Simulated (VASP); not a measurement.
These are PBE GGA, VASP's PBE PAW potentials (set 64) (plane waves; VASP) values and carry that method's errors.

A VASP calculation is set up with these files.

INCAR:
```
SYSTEM = Y
PREC = Accurate
ENCUT = 300
EDIFF = 1E-6
NELM = 100
ALGO = Normal
LREAL = .FALSE.
LASPH = .TRUE.
ISMEAR = 1
SIGMA = 0.1
GGA = PE
LMAXMIX = 4
LWAVE = .FALSE.
LCHARG = .FALSE.
ISIF = 3
IBRION = 2
NSW = 50
EDIFFG = -0.01
```

POSCAR:
```
Y
1
    3.6212220000     0.0000000000     0.0000000000
   -1.8106110000     3.1360700000     0.0000000000
    0.0000000000     0.0000000000    11.6513050000
Y
4
Direct
  0.0016900000  -0.0026250000  -0.0008030000
 -0.0016960000   0.0002940000   0.4998380000
  0.3274900000   0.6618990000   0.2511630000
  0.6725150000   0.3404320000   0.7498020000
```

**KPOINTS**
```
K-points
0
G
  7 7 2
```

POTCAR, in this order: Y_sv (PBE.64 set). Program: vasp_std.

Output

OUTCAR:
```
 ion  position               nearest neighbor table
   1  0.002  0.997  0.999-   4 3.56   4 3.59   4 3.59   3 3.59   3 3.60   3 3.62
   2  0.998  0.000  0.500-   3 3.56   4 3.57   3 3.57   3 3.58   4 3.58   4 3.60
   3  0.327  0.662  0.251-   2 3.56   2 3.57   2 3.58   1 3.59   1 3.60   1 3.62
   4  0.673  0.340  0.750-   1 3.56   2 3.57   2 3.58   1 3.59   1 3.59   2 3.60
  LATTYP: Found a hexagonal cell.
 ALAT       =     3.6212220000
 C/A-ratio  =     3.2175064108
 Subroutine PRICEL returns:
 Original cell was already a primitive cell.
 Subroutine GETGRP returns: Found  1 space group operations
The static configuration has the point symmetry C_1 .
The dynamic configuration has the point symmetry C_1 .
 Subroutine INISYM returns: Found  1 space group operations
 Subroutine IBZKPT returns following result:
 Found     50 irreducible k-points:

 Following reciprocal coordinates:
            Coordinates               Weight
  0.000000  0.000000  0.000000      1.000000
  0.142857  0.000000  0.000000      2.000000
  0.000000  0.142857  0.000000      2.000000
 -0.142857  0.142857  0.000000      2.000000
  0.285714  0.000000  0.000000      2.000000
  0.000000  0.285714  0.000000      2.000000
 -0.285714  0.285714  0.000000      2.000000
  0.428571  0.000000  0.000000      2.000000
  0.000000  0.428571  0.000000      2.000000
 -0.428571  0.428571  0.000000      2.000000
  0.142857  0.142857  0.000000      2.000000
 -0.142857  0.285714  0.000000      2.000000
 -0.285714  0.142857  0.000000      2.000000
  0.285714  0.142857  0.000000      2.000000
 -0.142857  0.428571  0.000000      2.000000
 -0.428571  0.285714  0.000000      2.000000
 -0.285714  0.428571  0.000000      2.000000
  0.142857  0.285714  0.000000      2.000000
  0.428571 -0.142857  0.000000      2.000000
  0.428571  0.142857  0.000000      2.000000
 -0.142857 -0.428571  0.000000      2.000000
  0.428571  0.428571  0.000000      2.000000
  0.285714  0.285714  0.000000      2.000000
 -0.285714 -0.428571  0.000000      2.000000
  0.428571  0.285714  0.000000      2.000000
  0.000000  0.000000  0.500000      1.000000
  0.142857  0.000000  0.500000      2.000000
  0.000000  0.142857  0.500000      2.000000
 -0.142857  0.142857  0.500000      2.000000
  0.285714  0.000000  0.500000      2.000000
  0.000000  0.285714  0.500000      2.000000
 -0.285714  0.285714  0.500000      2.000000
  0.428571  0.000000  0.500000      2.000000
  0.000000  0.428571  0.500000      2.000000
 -0.428571  0.428571  0.500000      2.000000
  0.142857  0.142857  0.500000      2.000000
 -0.142857  0.285714  0.500000      2.000000
 -0.285714  0.142857  0.500000      2.000000
  0.285714  0.142857  0.500000      2.000000
 -0.142857  0.428571  0.500000      2.000000
   k-points           NKPTS =     50   k-points in BZ     NKDIM =     50   number of bands    NBANDS=     26
   number of dos      NEDOS =    301   number of ions     NIONS =      4
   total plane-waves  NPLWV =  28000
   dimension x,y,z NGX =    20 NGY =   20 NGZ =   70
   dimension x,y,z NGXF=    40 NGYF=   40 NGZF=  140
   ions per type =               4
   PREC   = accura    normal or accurate (medium, high low for compatibility)
   ISTART =      0    job   : 0-new  1-cont  2-samecut
   ICHARG =      2    charge: 1-file 2-atom 10-const
   ISPIN  =      1    spin polarized calculation?
   LNONCOLLINEAR =      F non collinear calculations
   LSORBIT =      F    spin-orbit coupling
   INIWAV =      1    electr: 0-lowe 1-rand  2-diag
   ENCUT  =  300.0 eV  22.05 Ry    4.70 a.u.   5.11  5.11 16.45*2*pi/ulx,y,z
   NELM   =    100;   NELMIN=  2; NELMDL= -5     # of ELM steps
   EDIFF  = 0.1E-05   stopping-criterion for ELM
...
```

OSZICAR:
```
...
DAV:   3    -0.257058466446E+02    0.74193E-04   -0.81759E-04  3976   0.128E-01    0.645E-02
DAV:   4    -0.257058150481E+02    0.31596E-04   -0.95374E-05  3274   0.602E-02    0.285E-02
DAV:   5    -0.257058116843E+02    0.33638E-05   -0.43601E-05  3408   0.358E-02    0.385E-02
DAV:   6    -0.257058089172E+02    0.27671E-05   -0.24298E-05  3170   0.234E-02    0.159E-02
DAV:   7    -0.257058083327E+02    0.58458E-06   -0.33934E-06  1942   0.119E-02
   7 F= -.25705808E+02 E0= -.25702762E+02  d E =-.163122E-03
       N       E                     dE             d eps       ncg     rms          rms(c)
DAV:   1    -0.257057306391E+02    0.78278E-04   -0.75829E-02  2600   0.198E+00    0.157E-01
DAV:   2    -0.257060637906E+02   -0.33315E-03   -0.58358E-03  3318   0.427E-01    0.242E-01
DAV:   3    -0.257059481952E+02    0.11560E-03   -0.13035E-03  3976   0.156E-01    0.776E-02
DAV:   4    -0.257059022805E+02    0.45915E-04   -0.13520E-04  3296   0.729E-02    0.341E-02
DAV:   5    -0.257058976490E+02    0.46315E-05   -0.64691E-05  3408   0.431E-02    0.468E-02
DAV:   6    -0.257058935816E+02    0.40674E-05   -0.35979E-05  3428   0.275E-02    0.186E-02
DAV:   7    -0.257058928315E+02    0.75015E-06   -0.47741E-06  2396   0.137E-02
   8 F= -.25705893E+02 E0= -.25702813E+02  d E =-.247621E-03
       N       E                     dE             d eps       ncg     rms          rms(c)
DAV:   1    -0.257058913211E+02    0.22605E-05   -0.13721E-03  2620   0.267E-01    0.207E-02
DAV:   2    -0.257058973881E+02   -0.60670E-05   -0.10451E-04  3338   0.578E-02    0.329E-02
DAV:   3    -0.257058952528E+02    0.21352E-05   -0.24411E-05  3004   0.212E-02    0.101E-02
DAV:   4    -0.257058944970E+02    0.75583E-06   -0.23779E-06  1674   0.106E-02
   9 F= -.25705894E+02 E0= -.25702810E+02  d E =-.249286E-03
       N       E                     dE             d eps       ncg     rms          rms(c)
DAV:   1    -0.257058807278E+02    0.14525E-04   -0.53784E-03  2608   0.528E-01    0.429E-02
DAV:   2    -0.257059042818E+02   -0.23554E-04   -0.43005E-04  3320   0.116E-01    0.688E-02
DAV:   3    -0.257058949601E+02    0.93217E-05   -0.10802E-04  3898   0.437E-02    0.210E-02
DAV:   4    -0.257058916165E+02    0.33437E-05   -0.97356E-06  3216   0.201E-02    0.957E-03
DAV:   5    -0.257058911209E+02    0.49552E-06   -0.37180E-06  2058   0.112E-02
  10 F= -.25705891E+02 E0= -.25702799E+02  d E =-.245910E-03
       N       E                     dE             d eps       ncg     rms          rms(c)
DAV:   1    -0.257058899307E+02    0.16857E-05   -0.13796E-03  2608   0.268E-01    0.194E-02
DAV:   2    -0.257058962786E+02   -0.63479E-05   -0.99687E-05  3264   0.574E-02    0.287E-02
DAV:   3    -0.257058945888E+02    0.16898E-05   -0.19368E-05  3184   0.205E-02    0.968E-03
DAV:   4    -0.257058937427E+02    0.84613E-06   -0.23606E-06  1608   0.102E-02
  11 F= -.25705894E+02 E0= -.25702806E+02  d E =-.248532E-03
       N       E                     dE             d eps       ncg     rms          rms(c)
DAV:   1    -0.257058937112E+02    0.87757E-06   -0.47028E-04  2608   0.156E-01    0.133E-02
DAV:   2    -0.257058956211E+02   -0.19099E-05   -0.38612E-05  3378   0.344E-02    0.227E-02
DAV:   3    -0.257058945509E+02    0.10702E-05   -0.96701E-06  2424   0.145E-02    0.628E-03
DAV:   4    -0.257058942236E+02    0.32729E-06   -0.10348E-06  1430   0.712E-03
  12 F= -.25705894E+02 E0= -.25702809E+02  d E =-.249013E-03
       N       E                     dE             d eps       ncg     rms          rms(c)
DAV:   1    -0.257059121062E+02   -0.17555E-04   -0.21560E-02  2600   0.107E+00    0.599E-02
DAV:   2    -0.257059885601E+02   -0.76454E-04   -0.13946E-03  2958   0.224E-01    0.573E-02
DAV:   3    -0.257059765105E+02    0.12050E-04   -0.15350E-04  4182   0.578E-02    0.430E-02
DAV:   4    -0.257059623707E+02    0.14140E-04   -0.46380E-05  3934   0.362E-02    0.211E-02
DAV:   5    -0.257059596604E+02    0.27104E-05   -0.15242E-05  3232   0.188E-02    0.139E-02
DAV:   6    -0.257059594592E+02    0.20118E-06   -0.49184E-06  2156   0.103E-02
  13 F= -.25705959E+02 E0= -.25702873E+02  d E =-.652356E-04
       N       E                     dE             d eps       ncg     rms          rms(c)
DAV:   1    -0.257056308957E+02    0.32876E-03   -0.19362E-01  2600   0.319E+00    0.180E-01
DAV:   2    -0.257062999666E+02   -0.66907E-03   -0.12495E-02  2968   0.670E-01    0.179E-01
DAV:   3    -0.257061871699E+02    0.11280E-03   -0.14551E-03  4198   0.174E-01    0.128E-01
DAV:   4    -0.257060530955E+02    0.13407E-03   -0.41801E-04  4038   0.110E-01    0.627E-02
DAV:   5    -0.257060348981E+02    0.18197E-04   -0.13587E-04  3336   0.554E-02    0.442E-02
DAV:   6    -0.257060358671E+02   -0.96902E-06   -0.50876E-05  4024   0.311E-02    0.389E-02
DAV:   7    -0.257060355050E+02    0.36215E-06   -0.30826E-05  3284   0.237E-02    0.153E-02
DAV:   8    -0.257060352624E+02    0.24256E-06   -0.78443E-06  2834   0.149E-02
  14 F= -.25706035E+02 E0= -.25702952E+02  d E =-.141039E-03
       N       E                     dE             d eps       ncg     rms          rms(c)
DAV:   1    -0.257062296431E+02   -0.19414E-03   -0.21697E-02  2656   0.104E+00    0.984E-02
DAV:   2    -0.257061737878E+02    0.55855E-04   -0.17836E-03  3040   0.249E-01    0.754E-02
DAV:   3    -0.257060748560E+02    0.98932E-04   -0.28230E-04  3704   0.865E-02    0.535E-02
DAV:   4    -0.257060686391E+02    0.62169E-05   -0.18646E-04  4064   0.575E-02    0.625E-02
DAV:   5    -0.257060697608E+02   -0.11216E-05   -0.57228E-05  3042   0.342E-02    0.146E-02
DAV:   6    -0.257060752752E+02   -0.55145E-05   -0.16655E-05  2872   0.165E-02    0.148E-02
DAV:   7    -0.257060773239E+02   -0.20487E-05   -0.78049E-06  2840   0.125E-02    0.686E-03
DAV:   8    -0.257060787731E+02   -0.14492E-05   -0.14488E-06  1440   0.663E-03    0.370E-03
DAV:   9    -0.257060804558E+02   -0.16827E-05   -0.17641E-06  1846   0.464E-03    0.198E-03
DAV:  10    -0.257060806580E+02   -0.20226E-06   -0.26415E-07  1348   0.284E-03
  15 F= -.25706081E+02 E0= -.25702992E+02  d E =-.453956E-04
       N       E                     dE             d eps       ncg     rms          rms(c)
DAV:   1    -0.257061932308E+02   -0.11278E-03   -0.15951E-02  2640   0.893E-01    0.839E-02
DAV:   2    -0.257061550213E+02    0.38210E-04   -0.13023E-03  3050   0.213E-01    0.635E-02
DAV:   3    -0.257060840675E+02    0.70954E-04   -0.20747E-04  3700   0.741E-02    0.458E-02
DAV:   4    -0.257060795096E+02    0.45580E-05   -0.13582E-04  4050   0.490E-02    0.516E-02
DAV:   5    -0.257060810436E+02   -0.15340E-05   -0.40571E-05  2862   0.285E-02    0.122E-02
DAV:   6    -0.257060856674E+02   -0.46238E-05   -0.12070E-05  2718   0.140E-02    0.128E-02
DAV:   7    -0.257060874209E+02   -0.17535E-05   -0.57842E-06  2624   0.107E-02    0.576E-03
DAV:   8    -0.257060888128E+02   -0.13919E-05   -0.11448E-06  1382   0.573E-03    0.303E-03
DAV:   9    -0.257060901635E+02   -0.13508E-05   -0.15420E-06  1828   0.418E-03    0.192E-03
DAV:  10    -0.257060903127E+02   -0.14920E-06   -0.23951E-07  1348   0.260E-03
  16 F= -.25706090E+02 E0= -.25702999E+02  d E =-.550503E-04
       N       E                     dE             d eps       ncg     rms          rms(c)
DAV:   1    -0.257060756744E+02    0.14489E-04   -0.83565E-03  2600   0.666E-01    0.354E-02
DAV:   2    -0.257061206372E+02   -0.44963E-04   -0.55570E-04  3034   0.135E-01    0.591E-02
DAV:   3    -0.257061151993E+02    0.54379E-05   -0.81414E-05  4106   0.432E-02    0.201E-02
DAV:   4    -0.257061141655E+02    0.10338E-05   -0.28775E-06  2062   0.110E-02    0.158E-02
DAV:   5    -0.257061128405E+02    0.13250E-05   -0.29227E-06  1746   0.131E-02    0.123E-02
DAV:   6    -0.257061124422E+02    0.39826E-06   -0.31479E-06  1740   0.101E-02
  17 F= -.25706112E+02 E0= -.25703018E+02  d E =-.221295E-04
```

OUTCAR:
```
------------------------ aborting loop because EDIFF is reached ----------------------------------------
  FORCE on cell =-STRESS in cart. coord.  units (eV):
  Direction    XX          YY          ZZ          XY          YZ          ZX
  --------------------------------------------------------------------------------------
  Total       -0.0003633      0.0264335      0.0173807     -0.0055026     -0.0006698     -0.0010276
  in kB       -0.0045278      0.3293984      0.2165879     -0.0685708     -0.0083464     -0.0128059
  external PRESSURE =       0.1804862 kB  Pullay stress =       0.0000000 kB
  volume of cell :      128.57
      direct lattice vectors                 reciprocal lattice vectors
     3.585611863  0.000247284  0.000069209     0.278881321  0.161058455 -0.000007715
    -1.792592665  3.103969980  0.000009334    -0.000022218  0.322155233 -0.000004569
     0.000224938  0.000163843 11.551676372    -0.000001671 -0.000001225  0.086567522
 POSITION                                       TOTAL-FORCE (eV/Angst)
 -----------------------------------------------------------------------------------
      0.00126      0.00028      0.00012        -0.000159     -0.001781     -0.000116
      3.58325      0.00208      5.77485         0.003046     -0.003079      0.005401
     -0.00080      2.06570      2.88701         0.000259      0.005479      0.003279
      1.79526      1.03666      8.66568        -0.003146     -0.000620     -0.008565
 -----------------------------------------------------------------------------------
    total drift:                               -0.000052      0.000009     -0.000010
  FREE ENERGIE OF THE ION-ELECTRON SYSTEM (eV)
  ---------------------------------------------------
  free  energy   TOTEN  =       -25.7061124422 eV

  energy  without entropy=      -25.6968303144  energy(sigma->0) =      -25.70301840

 reached required accuracy - stopping structural energy minimisation
```
(Selected blocks of OUTCAR.)

**CONTCAR**
```
Y
   1.00000000000000
     3.5856118634791758    0.0002472843232618    0.0000692093403292
    -1.7925926651991799    3.1039699798414957    0.0000093338564637
     0.0002249376632975    0.0001638433978044   11.5516763716311477
  Y
     4
Direct
     0.0003977357458220    0.0000911495663501    0.0000103630921438
     0.9995898075742454    0.0005625203498362    0.4999088287293439
     0.3324520772644869    0.6654613809068411    0.2499188642146756
     0.6675593794154412    0.3338849491769657    0.7501619439638367
```

At this cut-off the stress carries a Pulay error, which pulls relaxed volumes low. Energy and stress use the plane-wave basis of the starting cell.

The structure was generated: Y was put into an ordered model structure, which need not be its known phase. In the starting cell atoms are displaced from their ideal sites. This run relaxes it. The run is one of a series of settings (EDIFFG = -0.01, IBRION = 2, ISIF = 3, NSW = 50 against the base run), some of them coarse on purpose.
